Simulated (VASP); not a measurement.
These are PBEsol GGA, VASP's PBE PAW potentials (set 64) (plane waves; VASP 6.6.1) values and carry that method's errors.

Input for VASP

**INCAR**
```
! general
SYSTEM =TaN
PREC   =Accurate
ENCUT  =520
LREAL  =F
LASPH  =T

! electronic loop
EDIFF  =1E-6
NELM   =100
ALGO   =Normal
LMAXMIX=6

! smearing
ISMEAR =1
SIGMA  =0.1

! functional
GGA    =PS

! ions
IBRION =2
NSW    =60
ISIF   =3
EDIFFG =-0.01

! output
LWAVE  =F
LCHARG =F
```

### POSCAR
```
TaN
1.0
  0.0000000000   2.6028000000   2.6028000000
  2.6028000000   0.0000000000   2.6028000000
  2.6028000000   2.6028000000   0.0000000000
Ta N
1 1
Cartesian
  0.0000000000   0.0000000000   0.0000000000
  2.6028000000   2.6028000000   2.6028000000
```

**KPOINTS**
```
Regular mesh
0
gamma
11 11 11
```

POTCAR, in this order: Ta_pv N (PBE.64 set). Program: vasp_std.

The run wrote:

**OSZICAR**
```
...
   1 F= -.19127932E+02 E0= -.19127691E+02  d E =-.191279E+02
       N       E                     dE             d eps       ncg     rms          rms(c)
DAV:   1    -0.901150313606E+02   -0.70987E+02   -0.20978E+03  1344   0.589E+02    0.117E+02
DAV:   2    -0.318186040643E+02    0.58296E+02   -0.83811E+01  1612   0.145E+02    0.527E+01
DAV:   3    -0.126344992282E+02    0.19184E+02   -0.38249E+01  1528   0.109E+02    0.135E+01
DAV:   4    -0.126648240012E+02   -0.30325E-01   -0.88050E-01  1532   0.125E+01    0.100E+01
DAV:   5    -0.126843495241E+02   -0.19526E-01   -0.17338E-01  1796   0.664E+00    0.110E+00
DAV:   6    -0.126745761280E+02    0.97734E-02   -0.53601E-02  1580   0.298E+00    0.329E-01
DAV:   7    -0.126741320634E+02    0.44406E-03   -0.32544E-03  1672   0.752E-01    0.199E-01
DAV:   8    -0.126741529736E+02   -0.20910E-04   -0.96022E-05  1512   0.138E-01    0.209E-02
DAV:   9    -0.126741494099E+02    0.35638E-05   -0.12725E-05  1680   0.428E-02    0.375E-03
DAV:  10    -0.126741494624E+02   -0.52578E-07   -0.20371E-07   972   0.603E-03
   2 F= -.12674149E+02 E0= -.12674120E+02  d E =0.645378E+01
       N       E                     dE             d eps       ncg     rms          rms(c)
DAV:   1    -0.692003975584E+02   -0.56526E+02   -0.18723E+03  1364   0.601E+02    0.142E+02
DAV:   2    -0.369814431393E+02    0.32219E+02   -0.17592E+02  1764   0.118E+02    0.701E+01
DAV:   3    -0.224878282405E+02    0.14494E+02   -0.49251E+01  1600   0.485E+01    0.458E+01
DAV:   4    -0.215892768653E+02    0.89855E+00   -0.29088E+00  1524   0.171E+01    0.274E+01
DAV:   5    -0.212652988330E+02    0.32398E+00   -0.16022E+00  1688   0.107E+01    0.569E+00
DAV:   6    -0.212711011048E+02   -0.58023E-02   -0.59370E-02  1540   0.220E+00    0.219E+00
DAV:   7    -0.212726758114E+02   -0.15747E-02   -0.37957E-03  1776   0.524E-01    0.633E-01
DAV:   8    -0.212726761570E+02   -0.34558E-06   -0.15013E-03  1668   0.282E-01    0.777E-02
DAV:   9    -0.212726662194E+02    0.99376E-05   -0.97426E-05  1712   0.985E-02    0.176E-02
DAV:  10    -0.212726648328E+02    0.13866E-05   -0.70563E-06  1644   0.257E-02    0.786E-03
DAV:  11    -0.212726649882E+02   -0.15541E-06   -0.54443E-07   680   0.822E-03
   3 F= -.21272665E+02 E0= -.21272972E+02  d E =-.214473E+01
       N       E                     dE             d eps       ncg     rms          rms(c)
DAV:   1    -0.239190465264E+02   -0.26464E+01   -0.45291E+01  1348   0.783E+01    0.102E+01
DAV:   2    -0.227445966433E+02    0.11744E+01   -0.18176E+00  1400   0.147E+01    0.381E+00
DAV:   3    -0.224625459161E+02    0.28205E+00   -0.90355E-01  1452   0.104E+01    0.112E+00
DAV:   4    -0.224638535723E+02   -0.13077E-02   -0.12089E-02  1688   0.136E+00    0.679E-01
DAV:   5    -0.224650478116E+02   -0.11942E-02   -0.26798E-03  1676   0.561E-01    0.105E-01
DAV:   6    -0.224651142648E+02   -0.66453E-04   -0.12514E-04  1676   0.119E-01    0.342E-02
DAV:   7    -0.224651136232E+02    0.64164E-06   -0.49922E-06  1524   0.238E-02
   4 F= -.22465114E+02 E0= -.22465724E+02  d E =-.333718E+01
       N       E                     dE             d eps       ncg     rms          rms(c)
DAV:   1    -0.292758116545E+02   -0.68107E+01   -0.19921E+02  1344   0.170E+02    0.293E+01
DAV:   2    -0.243326475161E+02    0.49432E+01   -0.69820E+00  1448   0.358E+01    0.119E+01
DAV:   3    -0.229072924643E+02    0.14254E+01   -0.38516E+00  1488   0.260E+01    0.302E+00
DAV:   4    -0.229165977366E+02   -0.93053E-02   -0.57302E-02  1624   0.300E+00    0.135E+00
DAV:   5    -0.229183207622E+02   -0.17230E-02   -0.13141E-02  1684   0.127E+00    0.283E-01
DAV:   6    -0.229185223211E+02   -0.20156E-03   -0.52907E-04  1568   0.267E-01    0.910E-02
DAV:   7    -0.229185052609E+02    0.17060E-04   -0.35107E-05  1604   0.637E-02    0.149E-02
DAV:   8    -0.229185042230E+02    0.10378E-05   -0.19149E-06  1324   0.159E-02    0.444E-03
DAV:   9    -0.229185042474E+02   -0.24343E-07   -0.43667E-07   696   0.645E-03
   5 F= -.22918504E+02 E0= -.22918974E+02  d E =-.379057E+01
       N       E                     dE             d eps       ncg     rms          rms(c)
DAV:   1    -0.244819575472E+02   -0.15635E+01   -0.46634E+01  1364   0.958E+01    0.135E+01
DAV:   2    -0.234642855004E+02    0.10177E+01   -0.13741E+00  1424   0.137E+01    0.565E+00
DAV:   3    -0.231972782871E+02    0.26701E+00   -0.86902E-01  1516   0.104E+01    0.715E-01
DAV:   4    -0.231998882733E+02   -0.26100E-02   -0.13248E-02  1656   0.121E+00    0.253E-01
DAV:   5    -0.231998275398E+02    0.60734E-04   -0.11359E-03  1636   0.312E-01    0.148E-01
DAV:   6    -0.231999830690E+02   -0.15553E-03   -0.45554E-04  1652   0.197E-01    0.596E-02
DAV:   7    -0.231999762224E+02    0.68466E-05   -0.62964E-05  1600   0.705E-02    0.133E-02
DAV:   8    -0.231999760391E+02    0.18335E-06   -0.20129E-06  1192   0.149E-02
   6 F= -.23199976E+02 E0= -.23200642E+02  d E =-.407204E+01
       N       E                     dE             d eps       ncg     rms          rms(c)
DAV:   1    -0.232698068121E+02   -0.69831E-01   -0.16467E+00  1352   0.168E+01    0.252E+00
DAV:   2    -0.232317621616E+02    0.38045E-01   -0.51421E-02  1424   0.273E+00    0.101E+00
DAV:   3    -0.232215054468E+02    0.10257E-01   -0.30761E-02  1504   0.207E+00    0.189E-01
DAV:   4    -0.232215847028E+02   -0.79256E-04   -0.35241E-04  1700   0.233E-01    0.870E-02
DAV:   5    -0.232216145109E+02   -0.29808E-04   -0.74605E-05  1688   0.888E-02    0.188E-02
DAV:   6    -0.232216170895E+02   -0.25786E-05   -0.46622E-06  1552   0.248E-02    0.812E-03
DAV:   7    -0.232216166257E+02    0.46384E-06   -0.43680E-07   700   0.665E-03
   7 F= -.23221617E+02 E0= -.23222257E+02  d E =-.409368E+01
       N       E                     dE             d eps       ncg     rms          rms(c)
DAV:   1    -0.232294791639E+02   -0.78621E-02   -0.29309E-01  1356   0.718E+00    0.108E+00
DAV:   2    -0.232227787665E+02    0.67004E-02   -0.89598E-03  1424   0.115E+00    0.439E-01
DAV:   3    -0.232209609147E+02    0.18179E-02   -0.54436E-03  1508   0.872E-01    0.780E-02
DAV:   4    -0.232209769609E+02   -0.16046E-04   -0.62668E-05  1704   0.977E-02    0.349E-02
DAV:   5    -0.232209837523E+02   -0.67914E-05   -0.13061E-05  1688   0.368E-02    0.793E-03
DAV:   6    -0.232209845035E+02   -0.75123E-06   -0.92044E-07   844   0.114E-02
   8 F= -.23220985E+02 E0= -.23221611E+02  d E =-.409305E+01
       N       E                     dE             d eps       ncg     rms          rms(c)
DAV:   1    -0.232472518684E+02   -0.26268E-01   -0.10382E+00  1356   0.136E+01    0.200E+00
DAV:   2    -0.232236426071E+02    0.23609E-01   -0.31749E-02  1424   0.212E+00    0.811E-01
DAV:   3    -0.232173210411E+02    0.63216E-02   -0.19325E-02  1512   0.161E+00    0.138E-01
DAV:   4    -0.232173627425E+02   -0.41701E-04   -0.22100E-04  1680   0.179E-01    0.603E-02
DAV:   5    -0.232173710177E+02   -0.82751E-05   -0.46447E-05  1688   0.671E-02    0.148E-02
DAV:   6    -0.232173708263E+02    0.19133E-06   -0.56360E-06  1540   0.247E-02
   9 F= -.23217371E+02 E0= -.23218022E+02  d E =0.361368E-02
       N       E                     dE             d eps       ncg     rms          rms(c)
DAV:   1    -0.232357845697E+02   -0.18414E-01   -0.47262E-01  1352   0.908E+00    0.136E+00
DAV:   2    -0.232249671842E+02    0.10817E-01   -0.14531E-02  1424   0.145E+00    0.549E-01
DAV:   3    -0.232220431090E+02    0.29241E-02   -0.87832E-03  1504   0.110E+00    0.996E-02
DAV:   4    -0.232220680484E+02   -0.24939E-04   -0.10123E-04  1704   0.124E-01    0.444E-02
DAV:   5    -0.232220779920E+02   -0.99436E-05   -0.21174E-05  1688   0.468E-02    0.100E-02
DAV:   6    -0.232220790409E+02   -0.10489E-05   -0.16913E-06  1276   0.146E-02    0.493E-03
DAV:   7    -0.232220788421E+02    0.19873E-06   -0.15025E-07   672   0.453E-03
  10 F= -.23222079E+02 E0= -.23222714E+02  d E =-.109434E-02
```

File OUTCAR:
```
------------------------ aborting loop because EDIFF is reached ----------------------------------------
  FORCE on cell =-STRESS in cart. coord.  units (eV):
  Direction    XX          YY          ZZ          XY          YZ          ZX
  --------------------------------------------------------------------------------------
  Total        0.0001292      0.0001292      0.0001292      0.0000000     -0.0000000     -0.0000000
  in kB        0.0098559      0.0098559      0.0098559      0.0000000     -0.0000000     -0.0000000
  external PRESSURE =       0.0098559 kB  Pullay stress =       0.0000000 kB
  volume of cell :       21.00
      direct lattice vectors                 reciprocal lattice vectors
     0.000000000  2.189732530  2.189732530    -0.228338390  0.228338390  0.228338390
     2.189732530  0.000000000  2.189732530     0.228338390 -0.228338390  0.228338390
     2.189732530  2.189732530  0.000000000     0.228338390  0.228338390 -0.228338390
 POSITION                                       TOTAL-FORCE (eV/Angst)
 -----------------------------------------------------------------------------------
      0.00000      0.00000      0.00000         0.000000     -0.000000      0.000000
      2.18973      2.18973      2.18973        -0.000000      0.000000     -0.000000
 -----------------------------------------------------------------------------------
    total drift:                                0.000000      0.000000      0.000000
  FREE ENERGIE OF THE ION-ELECTRON SYSTEM (eV)
  ---------------------------------------------------
  free  energy   TOTEN  =       -23.2220788421 eV

  energy  without entropy=      -23.2239840465  energy(sigma->0) =      -23.22271391

 reached required accuracy - stopping structural energy minimisation
```
(Selected blocks of OUTCAR.)

**CONTCAR**
```
TaN
   1.00000000000000
     0.0000000000000000    2.1897325302842754    2.1897325302842754
     2.1897325302842754    0.0000000000000000    2.1897325302842754
     2.1897325302842754    2.1897325302842754    0.0000000000000000
  Ta              N
     1     1
Direct
     0.0000000000000000    0.0000000000000000    0.0000000000000000
     0.5000000000000000    0.5000000000000000    0.5000000000000000
```

Energy and stress use the plane-wave basis of the starting cell.

The structure was generated: TaN was put into the rock salt type (Fm-3m), which need not be its known phase. This run relaxes it. Symmetry was kept, so distortions that lower it aren't found. VASP warned that the highest band is occupied, so more bands are needed.
